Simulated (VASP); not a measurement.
# TaPbO4 (I4_1/a) in VASP: density of states with PBE

Aim: the density of states of TaPbO4 with PBE.

Program: VASP 6.6.1. These are calculated values, not measurements. Logs are shortened: lines on timing, memory, paths and dates and some standing lists are left out, and cuts for length are marked.

### Step 1. The structure

It takes space group I4_1/a (No. 88, tetragonal). The conventional cell has a = 5.362 Å, b = 5.362 Å, c = 11.417 Å, α = 90.00°, β = 90.00°, γ = 90.00°. Ta (site symmetry -4) is surrounded by 4 O at 1.90 Å. Around Pb (site symmetry -4) lie 8 O at 2.45 to 2.49 Å. O (site symmetry 1) has 1 Ta at 1.90 Å as nearest neighbours.

The cell was built by a generator and needn't be a form met in nature.

### Step 2. Density of states, PBE

The input, POSCAR:

```
TaPbO4
1.0
   -2.6812500000      2.6812500000      5.7085600000
    2.6812500000     -2.6812500000      5.7085600000
    2.6812500000      2.6812500000     -5.7085600000
Ta Pb O
2 2 8
Direct
    0.0000000000      0.0000000000      0.0000000000
    0.7500000000      0.2500000000      0.5000000000
    0.2500000000      0.7500000000      0.5000000000
    0.5000000000      0.5000000000      0.0000000000
    0.1497020000      0.7331560000      0.0621000000
    0.6710560000      0.0876030000      0.9379000000
    0.9123970000      0.8502980000      0.5834540000
    0.2668440000      0.3289440000      0.4165460000
    0.6002980000      0.5168440000      0.4379000000
    0.0789440000      0.1623970000      0.5621000000
    0.8376030000      0.3997020000      0.9165460000
    0.4831560000      0.9210560000      0.0834540000
```

The input, INCAR.step1:

```
SYSTEM = TaPbO4
PREC = Accurate
ENCUT = 520
EDIFF = 1E-6
ISMEAR = 0
SIGMA = 0.1
LREAL = .False.
LASPH = .True.
NELM = 100
ALGO = Fast
ISIF = 2
LWAVE = .False.
LCHARG = .True.
LMAXMIX = 4
GGA = PE
KPAR = 4
```

The input, KPOINTS.step1:

```
Automatic mesh
0
Gamma
  8 8 8
  0 0 0
```

The input, INCAR.step2:

```
SYSTEM = TaPbO4
PREC = Accurate
ENCUT = 520
EDIFF = 1E-6
ISMEAR = -5
SIGMA = 0.1
LREAL = .False.
LASPH = .True.
NELM = 100
ALGO = Fast
ISIF = 2
LWAVE = .False.
LCHARG = .False.
LMAXMIX = 4
GGA = PE
LORBIT = 10
KPAR = 4
NEDOS = 2001
ICHARG = 11
```

The input, KPOINTS.step2:

```
Automatic mesh
0
Gamma
  12 12 12
  0 0 0
```

Potentials or basis: VASP PAW PBE potentials, release 64 (Ta_pv, Pb_d, O).

Run with:

```bash
$ cat potpaw_PBE.64/Ta_pv/POTCAR potpaw_PBE.64/Pb_d/POTCAR potpaw_PBE.64/O/POTCAR > POTCAR
$ cp INCAR.step1 INCAR
$ cp KPOINTS.step1 KPOINTS
$ mpirun -np 4 vasp_std > vasp.out
$ cp INCAR.step2 INCAR
$ cp KPOINTS.step2 KPOINTS
$ mpirun -np 4 vasp_std > vasp.out
```

OUTCAR:

```text
SYSTEM = TaPbO4
   PREC = Accurate
   ENCUT = 520
   EDIFF = 1E-6
   ISMEAR = -5
   LREAL = .False.
   LASPH = .True.
   NELM = 100
   ISIF = 2
   GGA = PE
   LORBIT = 10
   ICHARG = 11

 ion  position               nearest neighbor table
   1  0.000  0.000  0.000-   7 1.90   5 1.90   8 1.90   6 1.90   4 3.79   4 3.79   4 3.79   4 3.79

   2  0.750  0.250  0.500-  11 1.90   9 1.90  12 1.90  10 1.90   3 3.79   3 3.79   3 3.79   3 3.79

   3  0.250  0.750  0.500-  10 2.45  11 2.45  12 2.45   9 2.45   5 2.49   8 2.49   6 2.49   7 2.49
                             2 3.79   2 3.79   2 3.79   2 3.79   4 3.92   4 3.92   4 3.92   4 3.92
   4  0.500  0.500  0.000-   6 2.45   7 2.45   5 2.45   8 2.45   9 2.49  12 2.49  10 2.49  11 2.49
                             1 3.79   1 3.79   1 3.79   1 3.79   3 3.92   3 3.92   3 3.92   3 3.92
   5  0.150  0.733  0.062-   1 1.90   4 2.45   3 2.49
   6  0.671  0.088  0.938-   1 1.90   4 2.45   3 2.49
   7  0.912  0.850  0.583-   1 1.90   4 2.45   3 2.49
   8  0.267  0.329  0.417-   1 1.90   4 2.45   3 2.49
   9  0.600  0.517  0.438-   2 1.90   3 2.45   4 2.49
  10  0.079  0.162  0.562-   2 1.90   3 2.45   4 2.49
  11  0.838  0.400  0.917-   2 1.90   3 2.45   4 2.49
  12  0.483  0.921  0.083-   2 1.90   3 2.45   4 2.49

  LATTYP: Found a body centered tetragonal cell.
 ALAT       =     5.3625000000
 C/A-ratio  =     2.1290666667

  Lattice vectors:

 A1 = (  -2.6812500000,   2.6812500000,   5.7085600000)
 A2 = (   2.6812500000,  -2.6812500000,   5.7085600000)
 A3 = (   2.6812500000,   2.6812500000,  -5.7085600000)

Analysis of symmetry for initial positions (statically):
=====================================================================
 Subroutine PRICEL returns:
 Original cell was already a primitive cell.

 Routine SETGRP: Setting up the symmetry group for a
 body centered tetragonal supercell.

 Subroutine GETGRP returns: Found  8 space group operations
 (whereof  4 operations were pure point group operations)
 out of a pool of 16 trial point group operations.

The static configuration has the point symmetry S_4 .
 The point group associated with its full space group is C_4h.

Analysis of symmetry for dynamics (positions and initial velocities):
=====================================================================
 Subroutine PRICEL returns:
 Original cell was already a primitive cell.

 Routine SETGRP: Setting up the symmetry group for a
 body centered tetragonal supercell.

[... 150 lines left out ...]
  Thomas-Fermi vector in A             =   2.503526
   LORBIT       =     10    0 simple, 1 ext, 2 COOP (PROOUT), +10 PAW based schemes
   GGA     = PE    functional components
   LHFCALC =     F    Hartree Fock is set to
   AEXX    =    0.0000 exact exchange contribution
   IVDW    =     0    specifies the selected vdW correction
   LEPSILON=     F    determine dielectric tensor
   LRPA    =     F    only Hartree local field effects (RPA)
 non-spin polarized calculation
 RMM-DIIS sequential band-by-band and
 Fermi weights with tetrahedron method with Bloechl corrections
  energy-cutoff  :      520.00
  volume of cell :      164.16
 maximum number of plane-waves:      4450
 NGX is ok and might be reduce to    54

 number of electron      98.0000003 magnetization

 Free energy of the ion-electron system (eV)
  ---------------------------------------------------
  ext. energy  EPLUGINS =         0.00000000
  ---------------------------------------------------
  free energy    TOTEN  =       -94.22642080 eV

  energy without entropy =      -94.22642080  energy(sigma->0) =      -94.22642080

 E-fermi :   3.8646     XC(G=0): -10.7735

 val. band max:        3.8486002435   @ k =   0.2500   0.1667   0.0833
 cond. band min:       3.8565993742   @ k =   0.5000   0.5000   0.2500
 fundamental gap:      0.0079991307
 Fermi energy:         3.8645963274

 k-point     1 :       0.0000    0.0000    0.0000
  band No.  band energies     occupation
      1     -30.6285      2.00000
      2     -30.5929      2.00000
      3     -30.5929      2.00000
      4     -30.5847      2.00000
      5     -30.5818      2.00000
      6     -30.5818      2.00000
[... 1453 lines left out ...]
     57       9.6297      0.00000
     58       9.9349      0.00000

 [... further k-points ...]
[... 5 lines left out ...]
  --------------------------------------------------------------------------------------
  -------------------------------------------------------------------------------------
  Total       -0.0254577     -0.0254577     -0.0338746     -0.0000001      0.0000000      0.0000000
  in kB       -0.2484673     -0.2484673     -0.3306157     -0.0000009      0.0000000      0.0000000
  external PRESSURE =      -0.2758501 kB  Pullay stress =       0.0000000 kB

 VOLUME and BASIS-vectors are now :
 -----------------------------------------------------------------------------
  energy-cutoff  :      520.00
  volume of cell :      164.16
      direct lattice vectors                 reciprocal lattice vectors
    -2.681250000  2.681250000  5.708560000     0.000000000  0.186480186  0.087587763
     2.681250000 -2.681250000  5.708560000     0.186480186  0.000000000  0.087587763
     2.681250000  2.681250000 -5.708560000     0.186480186  0.186480186  0.000000000

 POSITION                                       TOTAL-FORCE (eV/Angst)
 -----------------------------------------------------------------------------------
      0.00000      0.00000      0.00000        -0.000000      0.000000     -0.000000
      0.00000      2.68125      2.85428        -0.000000      0.000000     -0.000000
      2.68125      0.00000      2.85428        -0.000000      0.000000     -0.000000
      0.00000      0.00000      5.70856        -0.000000      0.000000     -0.000000
      1.73089     -1.39788      4.68535         0.002061      0.005425      0.000906
      0.95036      4.07913     -1.02321        -0.002061     -0.005425      0.000906
      1.39788      1.73089      6.73177        -0.005425      0.002061     -0.000906
      1.28337      0.95036      1.02321         0.005425     -0.002061     -0.000906
      0.95036      1.39788      3.87749        -0.002061     -0.005425     -0.000906
      1.73089      1.28337     -1.83107         0.002061      0.005425     -0.000906
      1.28337      3.63161      1.83107         0.005425     -0.002061      0.000906
      1.39788     -0.95036      7.53963        -0.005425      0.002061      0.000906
 -----------------------------------------------------------------------------------
    total drift:                               -0.000000     -0.000000      0.000000

  FREE ENERGIE OF THE ION-ELECTRON SYSTEM (eV)
  ---------------------------------------------------
  free  energy   TOTEN  =       -94.2264208023 eV

  energy  without entropy=      -94.2264208023  energy(sigma->0) =      -94.22642080

 total charge

# of ion       s       p       d       tot
------------------------------------------
    1        0.371   6.274   2.305   8.951
    2        0.371   6.274   2.305   8.951
    3        1.323   0.457   9.910  11.691
    4        1.323   0.457   9.910  11.691
    5        1.582   3.427   0.000   5.009
    6        1.582   3.427   0.000   5.009
    7        1.582   3.427   0.000   5.009
    8        1.582   3.427   0.000   5.009
    9        1.582   3.427   0.000   5.009
   10        1.582   3.427   0.000   5.009
   11        1.582   3.427   0.000   5.009
   12        1.582   3.427   0.000   5.009
--------------------------------------------------
tot         16.045  40.877  24.431  81.352
```

OUTCAR.step1:

```text
SYSTEM = TaPbO4
   PREC = Accurate
   ENCUT = 520
   EDIFF = 1E-6
   ISMEAR = 0
   LREAL = .False.
[... 1735 lines left out ...]
      1.73089      1.28337     -1.83107        -0.000498      0.000565      0.000776
      1.28337      3.63161      1.83107         0.000565      0.000498     -0.000776
      1.39788     -0.95036      7.53963        -0.000565     -0.000498     -0.000776
 -----------------------------------------------------------------------------------
    total drift:                               -0.000000     -0.000000      0.000000

  FREE ENERGIE OF THE ION-ELECTRON SYSTEM (eV)
  ---------------------------------------------------
  free  energy   TOTEN  =       -94.2332752377 eV

  energy  without entropy=      -94.2211256502  energy(sigma->0) =      -94.22720044
```

It took 16 min on 4 MPI ranks of Intel Xeon 6975P-C (Granite Rapids), shared host; peak memory 1.7 GiB.

What came out:

```yaml
Valence_electrons_inside_the_program's_atomic_spheres: Ta 8.95; Pb 11.69; O 5.01
```

States per cell in windows of 1 eV (zero at the Fermi level; states under -8 eV left out):
```
from (eV)  total  Ta1_d  Ta2_d  O5_p  O6_p  O7_p  O8_p
     -8.0   4.06   0.07   0.07  0.10  0.10  0.10  0.10
     -7.0   0.00   0.00   0.00  0.00  0.00  0.00  0.00
     -6.0   1.28   0.09   0.09  0.07  0.07  0.07  0.07
     -5.0   8.74   0.57   0.57  0.52  0.52  0.52  0.52
     -4.0  11.92   0.72   0.72  0.80  0.80  0.80  0.80
     -3.0  10.39   0.40   0.40  0.79  0.79  0.79  0.79
     -2.0  11.51   0.15   0.15  0.98  0.98  0.98  0.98
     -1.0   2.64   0.08   0.08  0.18  0.18  0.18  0.18
      0.0   2.03   0.04   0.04  0.13  0.13  0.13  0.13
      1.0   0.00   0.00   0.00  0.00  0.00  0.00  0.00
      2.0   0.00   0.00   0.00  0.00  0.00  0.00  0.00
      3.0   1.74   0.51   0.51  0.02  0.02  0.02  0.02
      4.0   7.23   1.95   1.95  0.14  0.14  0.14  0.14
      5.0   5.08   0.91   0.91  0.08  0.08  0.08  0.08
      6.0   1.95   0.35   0.35  0.04  0.04  0.04  0.04
      7.0   0.00   0.00   0.00  0.00  0.00  0.00  0.00
```

Caveat: tetrahedron occupations give inexact forces and stress in metals.
